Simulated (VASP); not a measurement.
Given:

```yaml
crystal:
  lattice:
    - [4.18003, 0.00000, 0.00000]
    - [-2.09002, 3.62001, 0.00000]
    - [0.00000, 0.00000, 7.18998]
  atoms:
    - { symbol: Eu, position: [0.00000, 0.00000, 0.00000] }
    - { symbol: Al, position: [0.66667, 0.33333, 0.37291] }
    - { symbol: Al, position: [0.33333, 0.66667, 0.62709] }
    - { symbol: Ge, position: [0.66667, 0.33333, 0.73761] }
    - { symbol: Ge, position: [0.33333, 0.66667, 0.26239] }
```

Level of theory: r2SCAN meta-GGA, VASP's PBE PAW potentials (set 64) (plane waves; VASP). Settings: 400 eV cut-off, 8×8×4 Γ-centred mesh, first-order Methfessel-Paxton smearing of 0.10 eV, potentials Eu_2 Al Ge_d.

The 4f electrons are frozen in the core of the lanthanide potential, so 4f levels, which can set the real gap, and their magnetism are missing.

Q: What does the run give for the energy per atom (σ→0), band gap (on the k-mesh) with the smallest direct gap where there is one?

A: 
```json
{
 "band gap (on the k-mesh)": "none (metal, semimetal or under 0.01 eV)",
 "energy per atom (σ→0)": "-14.274 eV/atom"
}
```

Only differences to runs with the same potentials and settings are physical.

The structure comes from a computed database's Al2EuGe2 entry (P-3m1); how it stands against other phases isn't given here. It was relaxed first. The start is the result of an earlier pass.
